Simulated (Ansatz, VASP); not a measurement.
# SrVO3: VASP beside Ansatz, part 2 of 2

Aim: how closely do two programs agree when they are given the same cell, functional and k mesh? The cell is taken from a series of runs on this material, whose earlier steps may have relaxed, scaled, displaced or heated it; both programs get it as it stands.

VASP 6.6.1 and Ansatz 0.2.0.

So far: The structure; Ansatz: relaxation of cell and atoms, PBE.

## (3) VASP: relaxation of cell and atoms, PBE

Level of this step: PBE, spin-polarised from a ferromagnetic start (one magnetic atom a cell); plane waves and PAW (Sr_sv, V_sv, O) (VASP).

The same cell, functional, mesh and smearing now go to VASP, with its own data sets.

Lines of VASP's logs that name or quote its potential files are left out, and so is its time.

Input file INCAR:

```
SYSTEM = SrVO3
PREC = Accurate
ENCUT = 600
EDIFF = 1E-07
NELM = 200
ISMEAR = 0
SIGMA = 0.15
LREAL = .FALSE.
ALGO = Normal
GGA = PE
NBANDS = 30
ISPIN = 2
MAGMOM = 0 0.07 0 0 0
LASPH = .TRUE.
LMAXMIX = 4
LORBIT = 11
LWAVE = .FALSE.
LCHARG = .FALSE.
ISIF = 3
IBRION = 2
NSW = 80
EDIFFG = -0.005
GGA_COMPAT = .FALSE.
NELMIN = 4
KPAR = 2
```

Input file POSCAR:

```
SrVO3
1.0
    3.8607590000      0.0000000000      0.0000000000
    0.0000000000      3.8607590000      0.0000000000
    0.0000000000      0.0000000000      3.8607590000
Sr V O
1 1 3
Direct
    0.4999998705      0.4999998705      0.4999998705
    0.9999998705      0.9999998705      0.9999998705
    0.4999998705      0.9999998705      0.9999998705
    0.9999998705      0.4999998705      0.9999998705
    0.9999998705      0.9999998705      0.4999998705
```

Input file KPOINTS:

```
Automatic mesh
0
Gamma
8 8 8
0 0 0
```

PAW data sets: Sr_sv, V_sv and O (PBE family, release 64).

Command:

```
mpirun -np 2 vasp_std
```

Numbers of over 12 decimals in the logs are rounded to 6 here.

The log of the run:

```text
[banner, memory and clock lines left out]
running    2 mpi-ranks, on    1 nodes
 distrk:  each k-point on    1 cores,    2 groups
 distr:  one band on    1 cores,    1 groups

 POSCAR found type information on POSCAR SrV O
 POSCAR found :  3 types and       5 ions
 LDA part: xc-table for (Slater+PW92), standard interpolation
 POSCAR, INCAR and KPOINTS ok, starting setup
 FFT: planning ... GRIDC
 FFT: planning ... GRID_SOFT
 FFT: planning ... GRID
 WAVECAR not read
 entering main loop
       N       E                     dE             d eps       ncg     rms          rms(c)
DAV:   1     0.421336715625E+03    0.42134E+03   -0.23271E+04  4200   0.157E+03
DAV:   2    -0.217759733104E+02   -0.44311E+03   -0.42529E+03  4796   0.434E+02
DAV:   3    -0.488907350763E+02   -0.27115E+02   -0.26861E+02  5266   0.111E+02
DAV:   4    -0.498337893036E+02   -0.94305E+00   -0.94003E+00  6508   0.142E+01
DAV:   5    -0.498460797423E+02   -0.12290E-01   -0.12289E-01  5174   0.136E+00    0.378E+01
DAV:   6    -0.412324755912E+02    0.86136E+01   -0.55009E+01  4486   0.596E+01    0.184E+01
DAV:   7    -0.400992727407E+02    0.11332E+01   -0.24319E+01  4338   0.445E+01    0.177E+01
DAV:   8    -0.393557945827E+02    0.74348E+00   -0.18322E+00  5000   0.117E+01    0.688E+00
DAV:   9    -0.393554828530E+02    0.31173E-03   -0.68994E-01  5212   0.670E+00    0.257E+00
DAV:  10    -0.392975477735E+02    0.57935E-01   -0.25684E-01  4486   0.474E+00    0.502E-01
DAV:  11    -0.392980644811E+02   -0.51671E-03   -0.10555E-02  5160   0.841E-01    0.357E-01
DAV:  12    -0.392975931477E+02    0.47133E-03   -0.29588E-03  4528   0.493E-01    0.542E-02
DAV:  13    -0.392976257516E+02   -0.32604E-04   -0.19140E-04  5150   0.818E-02    0.747E-02
DAV:  14    -0.392975717865E+02    0.53965E-04   -0.14903E-04  4386   0.117E-01    0.820E-03
DAV:  15    -0.392975724840E+02   -0.69749E-06   -0.86415E-06  5430   0.192E-02    0.560E-03
DAV:  16    -0.392975730969E+02   -0.61300E-06   -0.84315E-07  5358   0.553E-03    0.617E-03
DAV:  17    -0.392975729168E+02    0.18020E-06   -0.23968E-07  3864   0.414E-03    0.320E-03
DAV:  18    -0.392975728542E+02    0.62524E-07   -0.41266E-07  3726   0.464E-03
   1 F= -.39297573E+02 E0= -.39285919E+02  d E =-.392976E+02  mag=     0.0170
 curvature:   0.00 expect dE= 0.000E+00 dE for cont linesearch  0.000E+00
 trial: gam= 0.00000 g(F)=  0.000E+00 g(S)=  0.247E-03 ort = 0.000E+00 (trialstep = 0.100E+01)
 search vector abs. value=  0.247E-03
 bond charge predicted
       N       E                     dE             d eps       ncg     rms          rms(c)
DAV:   1    -0.393001178870E+02   -0.25450E-02   -0.58780E-02  4266   0.210E+00    0.566E-01
DAV:   2    -0.392981776498E+02    0.19402E-02   -0.87664E-03  4332   0.876E-01    0.188E-01
DAV:   3    -0.392977782488E+02    0.39940E-03   -0.29503E-03  4820   0.426E-01    0.151E-01
DAV:   4    -0.392975991786E+02    0.17907E-03   -0.59861E-04  5274   0.222E-01    0.494E-02
DAV:   5    -0.392975923035E+02    0.68751E-05   -0.55528E-05  6236   0.419E-02    0.433E-02
DAV:   6    -0.392975932063E+02   -0.90273E-06   -0.25104E-05  5748   0.256E-02    0.198E-02
DAV:   7    -0.392975907858E+02    0.24205E-05   -0.96924E-06  6238   0.164E-02    0.444E-03
DAV:   8    -0.392975906275E+02    0.15833E-06   -0.69434E-07  5834   0.447E-03    0.209E-03
DAV:   9    -0.392975905547E+02    0.72821E-07   -0.98515E-08  2644   0.215E-03
   2 F= -.39297591E+02 E0= -.39285914E+02  d E =-.177004E-04  mag=     0.0144
 trial-energy change:   -0.000018  1 .order   -0.000017   -0.000247    0.000214
 step:   0.5395(harm=  0.5359)  dis= 0.00000  next Energy=   -39.297640 (dE=-0.669E-04)
 bond charge predicted
       N       E                     dE             d eps       ncg     rms          rms(c)
DAV:   1    -0.392981723382E+02   -0.58171E-03   -0.12434E-02  4278   0.964E-01    0.260E-01
DAV:   2    -0.392977567331E+02    0.41561E-03   -0.18320E-03  4338   0.400E-01    0.855E-02
DAV:   3    -0.392976751674E+02    0.81566E-04   -0.61605E-04  4846   0.195E-01    0.694E-02
DAV:   4    -0.392976375459E+02    0.37622E-04   -0.12647E-04  5268   0.102E-01    0.225E-02
DAV:   5    -0.392976373136E+02    0.23226E-06   -0.11743E-05  6220   0.192E-02    0.197E-02
DAV:   6    -0.392976391894E+02   -0.18758E-05   -0.52413E-06  5736   0.117E-02    0.907E-03
DAV:   7    -0.392976400161E+02   -0.82669E-06   -0.20089E-06  6280   0.749E-03    0.213E-03
DAV:   8    -0.392976401662E+02   -0.15011E-06   -0.11775E-07  3156   0.203E-03    0.118E-03
DAV:   9    -0.392976402219E+02   -0.55716E-07   -0.26153E-08  2226   0.111E-03
   3 F= -.39297640E+02 E0= -.39285965E+02  d E =-.673677E-04  mag=     0.0120
 curvature:  -0.27 expect dE=-0.184E-08 dE for cont linesearch -0.184E-08
 trial: gam=-0.00524 g(F)=  0.525E-47 g(S)=  0.686E-08 ort = 0.130E-05 (trialstep = 0.908E+00)
 search vector abs. value=  0.100E-09
 reached required accuracy - stopping structural energy minimisation
```

From OUTCAR (step 3):

```text
ion  position               nearest neighbor table
   1  0.500  0.500  0.500-   3 2.73   4 2.73   5 2.73   3 2.73   4 2.73   3 2.73   5 2.73   3 2.73
                             4 2.73   5 2.73   4 2.73   5 2.73   2 3.34   2 3.34   2 3.34   2 3.34
   2  1.000  1.000  1.000-   3 1.93   4 1.93   5 1.93   5 1.93   4 1.93   3 1.93   1 3.34   1 3.34
                             1 3.34   1 3.34   1 3.34   1 3.34   1 3.34   1 3.34
   3  0.500  1.000  1.000-   2 1.93   2 1.93   1 2.73   1 2.73   1 2.73   1 2.73
   4  1.000  0.500  1.000-   2 1.93   2 1.93   1 2.73   1 2.73   1 2.73   1 2.73
   5  1.000  1.000  0.500-   2 1.93   2 1.93   1 2.73   1 2.73   1 2.73   1 2.73

  LATTYP: Found a simple cubic cell.
 ALAT       =     3.8607590000

 Subroutine GETGRP returns: Found 48 space group operations
 (whereof 48 operations were pure point group operations)

The static configuration has the point symmetry O_h .

 Found     35 irreducible k-points:

   k-points           NKPTS =     35   k-points in BZ     NKDIM =     35   number of bands    NBANDS=     30

   dimension x,y,z NGX =    32 NGY =   32 NGZ =   32
   dimension x,y,z NGXF=    64 NGYF=   64 NGZF=   64

   ENCUT  =  600.0 eV  44.10 Ry    6.64 a.u.   7.71  7.71  7.71*2*pi/ulx,y,z

   NELECT =      41.0000    total number of electrons

 k-points in reciprocal lattice and weights: Automatic mesh
   0.00000000  0.00000000  0.00000000       0.002
   0.12500000  0.00000000  0.00000000       0.012
   0.25000000  0.00000000  0.00000000       0.012
   0.37500000  0.00000000  0.00000000       0.012
   0.50000000  0.00000000  0.00000000       0.006
   0.12500000  0.12500000  0.00000000       0.023
   0.25000000  0.12500000  0.00000000       0.047
   0.37500000  0.12500000  0.00000000       0.047
   0.50000000  0.12500000  0.00000000       0.023
[...]
0.50000000  0.50000000  0.37500000       0.012
   0.50000000  0.50000000  0.50000000       0.002

 average (electrostatic) potential at core
       1 -34.3686       2 -76.1639       3 -69.7014       4 -69.7014       5 -69.7014

 E-fermi :   6.2070

 spin component 1
 k-point     1 :       0.0000    0.0000    0.0000
  band No.  band energies     occupation
    ...
     19       3.7331      1.00000
     20       3.7331      1.00000
     21       5.1840      1.00000
     22       5.1840      1.00000
     23       5.1840      1.00000
     24       7.3468      0.00000
     25       7.3468      0.00000
     26       9.7062      0.00000
     27       9.7062      0.00000
     28      10.7447      0.00000
    ...

 k-point     2 :       0.1250    0.0000    0.0000
  band No.  band energies     occupation
    ...
     19       3.6084      1.00000
     20       3.6084      1.00000
     21       5.2009      1.00000
     22       5.5698      1.00000
     23       5.5698      1.00000
     24       7.3497      0.00000
     25       7.8436      0.00000
     26       9.9696      0.00000
     27       9.9894      0.00000
     28      11.1150      0.00000
    ...

 k-point     3 :       0.2500    0.0000    0.0000
  band No.  band energies     occupation
    ...
     17       2.4156      1.00000
     18       2.4788      1.00000
     19       3.4490      1.00000
     20       3.4490      1.00000
     21       5.2423      1.00000
     22       6.2677      0.28333
     23       6.2677      0.28333
     24       7.3551      0.00000
     25       8.7119      0.00000
     26      10.6660      0.00000
    ...

 k-point     4 :       0.3750    0.0000    0.0000
  band No.  band energies     occupation
    ...
     17       1.8160      1.00000
     18       2.2020      1.00000
     19       3.3394      1.00000
     20       3.3394      1.00000
     21       5.2846      1.00000
     22       6.8379      0.00000
     23       6.8379      0.00000
     24       7.3591      0.00000
     25       9.3651      0.00000
     26      11.3564      0.00000
    ...

 k-point     5 :       0.5000    0.0000    0.0000
  band No.  band energies     occupation
    ...
     17       1.6364      1.00000
     18       2.0952      1.00000
     19       3.2999      1.00000
     20       3.2999      1.00000
     21       5.3024      1.00000
     22       7.0556      0.00000
     23       7.0556      0.00000
     24       7.3606      0.00000
     25       9.6003      0.00000
     26      11.6499      0.00000
    ...

 k-point     6 :       0.1250    0.1250    0.0000
  band No.  band energies     occupation
    ...
     19       3.3671      1.00000
     20       3.4319      1.00000
     21       5.5359      1.00000
     22       5.6216      1.00000
     23       5.7800      0.99997
     24       7.5945      0.00000
     25       8.1091      0.00000
     26      10.2248      0.00000
     27      10.2405      0.00000
     28      11.3965      0.00000
    ...

  Total        0.0004867      0.0004867      0.0004867      0.0000000     -0.0000000      0.0000000
  in kB        0.0135319      0.0135319      0.0135319      0.0000000     -0.0000000      0.0000000
  external PRESSURE =       0.0135319 kB  Pullay stress =       0.0000000 kB

  energy-cutoff  :      600.00
  volume of cell :       57.63
      direct lattice vectors                 reciprocal lattice vectors
     3.862617223 -0.000000000  0.000000000     0.258891819  0.000000000  0.000000000
    -0.000000000  3.862617223  0.000000000     0.000000000  0.258891819  0.000000000
    -0.000000000 -0.000000000  3.862617223    -0.000000000 -0.000000000  0.258891819

 POSITION                                       TOTAL-FORCE (eV/Angst)
 -----------------------------------------------------------------------------------
      1.93131      1.93131      1.93131         0.000000      0.000000      0.000000
      3.86262      3.86262      3.86262        -0.000000     -0.000000      0.000000
      1.93131      3.86262      3.86262        -0.000000     -0.000000      0.000000
      3.86262      1.93131      3.86262         0.000000     -0.000000      0.000000
      3.86262      3.86262      1.93131         0.000000      0.000000      0.000000
 -----------------------------------------------------------------------------------
    total drift:                                0.002834      0.002834      0.002834

  FREE ENERGIE OF THE ION-ELECTRON SYSTEM (eV)
  ---------------------------------------------------
  free  energy   TOTEN  =       -39.2976402219 eV

  energy  without entropy=      -39.2742904793  energy(sigma->0) =      -39.28596535

 reached required accuracy - stopping structural energy minimisation

 total charge
# of ion       s       p       d       tot
------------------------------------------
    1        1.999   5.799   0.211   8.009
    2        2.279   6.336   2.933  11.549
    3        1.560   3.476   0.000   5.036
    4        1.560   3.476   0.000   5.036
    5        1.560   3.476   0.000   5.036
--------------------------------------------------
tot          8.959  22.562   3.145  34.666

 magnetization (x)
# of ion       s       p       d       tot
------------------------------------------
    1       -0.000  -0.000   0.000   0.000
    2        0.000   0.000   0.011   0.011
    3       -0.000   0.000   0.000   0.000
    4       -0.000   0.000   0.000   0.000
    5       -0.000   0.000   0.000   0.000
--------------------------------------------------
tot          0.000   0.000   0.011   0.011

[... 6 further parts left out ...]
```

The moments of VASP's start collapse, so its state is non-magnetic. Oxides and halides of V are often magnetic insulators, and a metal at this level, without U or exact exchange, may be an artefact.

## (4) Differences

Known differences besides the potentials themselves: VASP starts from the moments at which Ansatz ended; the cutoff is 1142.88 eV in Ansatz and 600 eV in VASP; Ansatz adds a Pulay correction to the stress that steers its cell, VASP none; site moments are counted in spheres of each program's own size. Total energies have different zeros and are not compared.

The two programs side by side:

```tsv
quantity	Ansatz	VASP	difference
volume (Å³)	57.26	57.63	-0.64 %
edge a after relaxation, in the typed setting (Å)	3.854	3.863	-0.21 %
total moment (μB)	0.10	0.01	+0.08
moment on V2 (μB)	0.07	0.01	+0.06
```

## (5) What came out

```yaml
difference_in_volume_relaxation_of_cell_and_atoms_pbe: -0.64 %
```

In words: The difference in volume is -0.64 % (relaxation of cell and atoms, PBE), within the 1.2 % picked in this series as the mark of a large difference, as far as the stopping tolerances let one tell. 2 further runs of this series are not shown here. Such differences can come from data sets, numerical settings and the points named under the comparisons, not from the functional's error against experiment.

[Lines on the potential files, build, host, timing and source positions are cut from VASP's logs without a mark.]

[Logs are printed without paths, hosts, clocks, repeated set-up lines and the standing remarks that a program may print on its own settings, such as how far it seeks lower states.]

[Hosts, paths, dates, database ids (printed as entryN), source tags and the programs' standing remarks are cut or masked in the printed files.]
